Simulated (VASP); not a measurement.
# Be3Se2S (Imm2) in VASP: phonons with PBE

Aim: the phonons of Be3Se2S with PBE.

Program: VASP 6.6.1. These are calculated values, not measurements. Logs are shortened: lines on timing, memory, paths and dates and some standing lists are left out, and cuts for length are marked.

### Step 1. Starting point

The structure is orthorhombic, space group Imm2 (No. 44). Conventional cell: a = 3.593 Å, b = 10.776 Å, c = 5.077 Å, α = 90.00°, β = 90.00°, γ = 90.00°. Be (site symmetry m) is surrounded by 1 S at 2.11 Å and 3 Se at 2.23 to 2.24 Å. Around Be (site symmetry mm2) lie 2 S at 2.15 Å and 2 Se at 2.24 Å. Around Se (site symmetry m) lie 4 Be at 2.23 to 2.24 Å. Around S (site symmetry mm2) lie 4 Be at 2.11 to 2.15 Å.

The cell was built by a generator and needn't be a form met in nature.

### Step 2. Phonons, PBE

POSCAR reads:

```
Be3Se2S
1.0
   -1.7963300000      5.3878500000      2.5385700000
    1.7963300000     -5.3878500000      2.5385700000
    1.7963300000      5.3878500000     -2.5385700000
Be Se S
3 2 1
Direct
    0.4008870000      0.2410370000      0.1598490000
    0.0811880000      0.2410370000      0.8401510000
    0.7675170000      0.2675170000      0.5000000000
    0.3347920000      0.0002520000      0.3345400000
    0.6657120000      0.0002520000      0.6654600000
    0.9999070000      0.9999070000      0.0000000000
```

INCAR.step1 reads:

```
SYSTEM = Be3Se2S
PREC = Accurate
ENCUT = 520
EDIFF = 1E-8
ISMEAR = 0
SIGMA = 0.03
LREAL = .False.
LASPH = .True.
NELM = 60
ALGO = Fast
ISIF = 3
LWAVE = .False.
LCHARG = .False.
GGA = PE
KPAR = 4
IBRION = 2
NSW = 40
EDIFFG = -0.002
```

INCAR.step2 reads:

```
SYSTEM = Be3Se2S
PREC = Accurate
ENCUT = 520
EDIFF = 1E-8
ISMEAR = 0
SIGMA = 0.03
LREAL = .False.
LASPH = .True.
NELM = 60
ALGO = Fast
ISIF = 2
LWAVE = .False.
LCHARG = .False.
GGA = PE
KPAR = 4
IBRION = 6
NFREE = 2
POTIM = 0.015
NSW = 1
```

KPOINTS reads:

```
Automatic mesh
0
Gamma
  8 8 8
  0 0 0
```

Potentials or basis: VASP PAW PBE potentials, release 64 (Be, Se, S).

Started as:

```
cat potpaw_PBE.64/Be/POTCAR potpaw_PBE.64/Se/POTCAR potpaw_PBE.64/S/POTCAR > POTCAR
cp INCAR.step1 INCAR
mpirun -np 4 vasp_std > vasp.out
cp CONTCAR POSCAR
cp INCAR.step2 INCAR
mpirun -np 4 vasp_std > vasp.out
```

OUTCAR:

```text
SYSTEM = Be3Se2S
   PREC = Accurate
   ENCUT = 520
   EDIFF = 1E-8
   ISMEAR = 0
   LREAL = .False.
   LASPH = .True.
   NELM = 60
   ISIF = 2
   GGA = PE
   IBRION = 6
   NFREE = 2
   POTIM = 0.015
   NSW = 1

 ion  position               nearest neighbor table
   1  0.401  0.241  0.160-   6 2.11   5 2.23   5 2.23   4 2.24
   2  0.081  0.241  0.840-   6 2.11   4 2.23   4 2.23   5 2.24
   3  0.768  0.268  0.500-   6 2.15   6 2.15   5 2.24   4 2.24
   4  0.335  0.000  0.335-   2 2.23   2 2.23   3 2.24   1 2.24
   5  0.666  0.000  0.665-   1 2.23   1 2.23   3 2.24   2 2.24
   6  1.000  1.000  0.000-   2 2.11   1 2.11   3 2.15   3 2.15

  LATTYP: Found a body centered orthorhombic cell.
 ALAT       =     3.5926061169
 B/A-ratio  =     1.4132150601
 C/A-ratio  =     2.9995584857

  Lattice vectors:

 A1 = (   1.7963030584,  -5.3881160819,  -2.5385625346)
 A2 = (  -1.7963030584,  -5.3881160819,   2.5385625346)
 A3 = (  -1.7963030584,   5.3881160819,  -2.5385625346)

Analysis of symmetry for initial positions (statically):
=====================================================================
 Subroutine PRICEL returns:
 Original cell was already a primitive cell.

 Routine SETGRP: Setting up the symmetry group for a
 body centered orthorhombic supercell.

 Subroutine GETGRP returns: Found  4 space group operations
 (whereof  4 operations were pure point group operations)
 out of a pool of  8 trial point group operations.

The static configuration has the point symmetry C_2v.

Analysis of symmetry for dynamics (positions and initial velocities):
=====================================================================
 Subroutine PRICEL returns:
 Original cell was already a primitive cell.

 Routine SETGRP: Setting up the symmetry group for a
 body centered orthorhombic supercell.

 Subroutine GETGRP returns: Found  4 space group operations
 (whereof  4 operations were pure point group operations)
 out of a pool of  8 trial point group operations.

The dynamic configuration has the point symmetry C_2v.

 Subroutine INISYM returns: Found  4 space group operations
 (whereof  4 operations are pure point group operations),
 and found     1 'primitive' translations

----------------------------------------------------------------------------------------

                                     Primitive cell

  volume of cell :      98.2798

  direct lattice vectors                    reciprocal lattice vectors
    -1.796303058  5.388116082  2.538562535     0.000000000  0.092796813  0.196961861
     1.796303058 -5.388116082  2.538562535     0.278349468  0.000000000  0.196961861
     1.796303058  5.388116082 -2.538562535     0.278349468  0.092796813  0.000000000

  length of vectors
     6.221157395  6.221157395  6.221157395     0.217727405  0.340987391  0.293410420

  position of ions in fractional coordinates (direct lattice)
     0.400901326  0.241058358  0.159841968
     0.081216391  0.241058358  0.840158032
     0.767510262  0.267510262  0.500000000
     0.334793438  0.000245300  0.334548138
     0.665697162  0.000245300  0.665451862
     0.999884421  0.999884421  0.000000000

  ion indices of the primitive-cell ions
   primitive index   ion index
                 1           1
                 2           2
                 3           3
                 4           4
                 5           5
                 6           6

----------------------------------------------------------------------------------------

 KPOINTS: Automatic mesh

Automatic generation of k-mesh.
 Grid dimensions read from file:
 generate k-points for:    8    8    8

 Generating k-lattice:

  Cartesian coordinates                     Fractional coordinates (reciprocal lattice)
     0.000000000  0.011599602  0.024620233     0.125000000  0.000000000  0.000000000
     0.034793683  0.000000000  0.024620233     0.000000000  0.125000000  0.000000000
     0.034793683  0.011599602  0.000000000     0.000000000  0.000000000  0.125000000

[... 48 lines left out ...]
   ISTART =      0    job   : 0-new  1-cont  2-samecut
   ICHARG =      2    charge: 1-file 2-atom 10-const
   ISPIN  =      1    spin polarized calculation?
   LNONCOLLINEAR =      F non collinear calculations
   LSORBIT =      F    spin-orbit coupling
   LASPH  =      T    aspherical Exc in radial PAW
   ENCUT  =  520.0 eV  38.22 Ry    6.18 a.u.  11.57 11.57 11.57*2*pi/ulx,y,z
   NELM   =     60;   NELMIN=  2; NELMDL=  0     # of ELM steps
   EDIFF  = 0.1E-07   stopping-criterion for ELM
   LREAL  =      F    real-space projection
   EDIFFG = 0.1E-06   stopping-criterion for IOM
   NSW    =    109    number of steps for IOM
   IBRION =      6    ionic relax: 0-MD 1-quasi-New 2-CG
   NFREE  =      2    steps in history (QN), initial steepest desc. (CG)
   ISIF   =      2    stress and relaxation
   ISYM   =      2    0-nonsym 1-usesym 2-fastsym
   POTIM  = 0.0150    time-step for ionic-motion
   TEBEG  =    0.0;   TEEND  =   0.0 temperature during run
   PSTRESS=    0.0 pullay stress
   NELECT =      24.0000    total number of electrons
   NUPDOWN=      -1.0000    fix difference up-down
   EMIN   =  10.00;   EMAX   =-10.00  energy-range for DOS
   EFERMI =   0.00;   METHOD = LEGACY
   ISMEAR =     0;   SIGMA  =   0.03  broadening in eV -4-tet -1-fermi 0-gaus
   EFERMI_NEDOS =   21; number of points for ismear=-14 and -15
   IALGO  =     68    algorithm
   IMIX   =      4    mixing-type and parameters
     AMIX     =   0.40;   BMIX     =  1.00
     AMIX_MAG =   1.60;   BMIX_MAG =  1.00
  volume/ion in A,a.u.               =      16.38       110.54
  Fermi-wavevector in a.u.,A,eV,Ry     =   1.023270  1.933701 14.246422  1.047082
  Thomas-Fermi vector in A             =   2.156995
   LORBIT       =      0    0 simple, 1 ext, 2 COOP (PROOUT), +10 PAW based schemes
   GGA     = PE    functional components
   LHFCALC =     F    Hartree Fock is set to
   AEXX    =    0.0000 exact exchange contribution
   IVDW    =     0    specifies the selected vdW correction
   LEPSILON=     F    determine dielectric tensor
   LRPA    =     F    only Hartree local field effects (RPA)
 finite differences with symmetry
 non-spin polarized calculation
 RMM-DIIS sequential band-by-band and
 Gauss-broadening in eV      SIGMA  =   0.03
  energy-cutoff  :      520.00
  volume of cell :       98.28
 maximum number of plane-waves:      2671
 NGX is ok and might be reduce to    48
   NGX = 23   NGY = 23   NGZ = 23

--------------------------------------- Ionic step        1  -------------------------------------------

 number of electron      23.9999999 magnetization

 Free energy of the ion-electron system (eV)
  ---------------------------------------------------
  ext. energy  EPLUGINS =         0.00000000
  ---------------------------------------------------
  free energy    TOTEN  =       -27.67284551 eV

  energy without entropy =      -27.67284551  energy(sigma->0) =      -27.67284551

------------------------ aborting loop because EDIFF is reached ----------------------------------------

  FORCE on cell =-STRESS in cart. coord.  units (eV):
  Direction    XX          YY          ZZ          XY          YZ          ZX
  --------------------------------------------------------------------------------------
  -------------------------------------------------------------------------------------
  Total        0.0009007     -0.0003802     -0.0011652      0.0000000      0.0000000      0.0000000
  in kB        0.0146827     -0.0061983     -0.0189945      0.0000000      0.0000000      0.0000000
  external PRESSURE =      -0.0035034 kB  Pullay stress =       0.0000000 kB
[... 101 lines left out ...]
  FREE ENERGIE OF THE ION-ELECTRON SYSTEM (eV)
  ---------------------------------------------------
  free  energy   TOTEN  =       -27.6720278029 eV

  energy  without entropy=      -27.6720278029  energy(sigma->0) =      -27.67202780

[... ionic steps 4 to 22 ...]

--------------------------------------- Ionic step       23  -------------------------------------------

 number of electron      24.0000000 magnetization

------------------------ aborting loop because EDIFF is reached ----------------------------------------
[... 75 lines left out ...]
--------------------------------------- Ionic step       25  -------------------------------------------

 number of electron      24.0000000 magnetization

 Free energy of the ion-electron system (eV)
  ---------------------------------------------------
  ext. energy  EPLUGINS =         0.00000000
  ---------------------------------------------------
  free energy    TOTEN  =       -27.67163495 eV

  energy without entropy =      -27.67163495  energy(sigma->0) =      -27.67163495

 E-fermi :   3.7155     XC(G=0):  -9.4532

 val. band max:        3.5322620523   @ k =   0.0000   0.0000   0.0000
 cond. band min:       6.2140242653   @ k =   0.5000   0.5000   0.5000
 fundamental gap:      2.6817622130
 Fermi energy:         3.7154587512

 k-point     1 :       0.0000    0.0000    0.0000
  band No.  band energies     occupation
      1     -10.2191      2.00000
      2      -8.5613      2.00000
      3      -8.3791      2.00000
      4      -1.1685      2.00000
      5      -1.0629      2.00000
      6      -0.6378      2.00000
[... 433 lines left out ...]
      3      -8.4742      2.00000
      4      -1.9269      2.00000
      5      -1.2687      2.00000
      6      -1.0852      2.00000
[... 8 lines left out ...]
     15       8.9807      0.00000
     16       9.3404      0.00000

 [... further k-points ...]
[... 5 lines left out ...]
  --------------------------------------------------------------------------------------
  -------------------------------------------------------------------------------------
  Total        0.0509765     -0.0610718     -0.0141220      0.0000000      0.0000000      0.0000000
  in kB        0.8310290     -0.9956044     -0.2302194      0.0000000      0.0000000      0.0000000
  external PRESSURE =      -0.1315982 kB  Pullay stress =       0.0000000 kB
[... 21 lines left out ...]
  FREE ENERGIE OF THE ION-ELECTRON SYSTEM (eV)
  ---------------------------------------------------
  free  energy   TOTEN  =       -27.6716349506 eV

  energy  without entropy=      -27.6716349506  energy(sigma->0) =      -27.67163495

 INTERNAL STRAIN TENSORS FROM DISPLACED ATOMS
 ============================================

 INTERNAL STRAIN TENSOR FOR ION    1 for displacements in x,y,z  (eV/Angst):
          X           Y           Z          XY          YZ          ZX
  --------------------------------------------------------------------------------
  x     0.00000     0.00000     0.00000     0.08010     0.00000     4.44448
  y    -0.05301    -0.31174    -0.02965     0.00000    -4.04049     0.00000
  z     4.18859    -3.93932     0.40262     0.00000    -0.25373     0.00000

 INTERNAL STRAIN TENSOR FOR ION    6 for displacements in x,y,z  (eV/Angst):
          X           Y           Z          XY          YZ          ZX
  --------------------------------------------------------------------------------
  x     0.00000     0.00000     0.00000     0.00000     0.00000    -2.50990
  y     0.00000     0.00000     0.00000     0.00000     4.25401     0.00000
  z    -3.12738     4.26457     0.90885     0.00000     0.00000     0.00000

 Eigenvectors and eigenvalues of the dynamical matrix
 ----------------------------------------------------

   1 f  =   16.746630 THz   105.222176 2PiTHz  558.607432 cm-1    69.258463 meV
             X         Y         Z           dx          dy          dz
     -0.000002  1.722500  1.223886     0.000000   -0.336755   -0.460165
      1.796303  3.665622 -1.314679     0.000000    0.336755   -0.460165
     -0.000000  5.388116  1.358183     0.000000    0.000000    0.581901
      0.000000  3.605168  0.001245    -0.000000   -0.047751    0.037944
      0.000000  7.171064  0.001245    -0.000000    0.047751    0.037944
      0.000000  0.000000  5.076538    -0.000000   -0.000000    0.060330
[... 145 lines left out ...]
  18 f/i=    0.002392 THz     0.015030 2PiTHz    0.079794 cm-1     0.009893 meV
             X         Y         Z           dx          dy          dz
     -0.000002  1.722500  1.223886    -0.203767   -0.000000    0.000000
      1.796303  3.665622 -1.314679    -0.203767   -0.000000    0.000000
     -0.000000  5.388116  1.358183    -0.203949   -0.000000    0.000000
      0.000000  3.605168  0.001245    -0.603049   -0.000000    0.000000
      0.000000  7.171064  0.001245    -0.603049   -0.000000    0.000000
      0.000000  0.000000  5.076538    -0.384743   -0.000000    0.000000

 ELASTIC MODULI CONTR FROM IONIC RELAXATION (kBar)
 Direction    XX          YY          ZZ          XY          YZ          ZX
 --------------------------------------------------------------------------------
 XX         -98.9993     98.6366     -1.3402     -0.0000      0.0000      0.0000
 YY          98.6366   -101.5002     -1.5066      0.0000     -0.0000     -0.0000
 ZZ          -1.3402     -1.5066     -3.0172     -0.0000      0.0000      0.0000
 XY          -0.0000      0.0000     -0.0000     -0.0299      0.0000      0.0000
 YZ           0.0000     -0.0000      0.0000      0.0000   -101.5215     -0.0000
 ZX           0.0000     -0.0000      0.0000     -0.0000     -0.0000   -101.6489
 --------------------------------------------------------------------------------
```

It took 37 min on 4 MPI ranks of Intel Xeon Platinum 8488C (Sapphire Rapids), shared host; peak memory 0.89 GiB.

What came out:

- Highest phonon frequency at Γ, LO-TO splitting left out: 559 cm⁻¹

Phonon frequencies in cm⁻¹ (negative: imaginary):
| q point | frequencies |
| --- | --- |
| (0.000, 0.000, 0.000) | 0 0 0 132 182 191 193 264 268 463 474 476 478 511 512 520 551 559 |
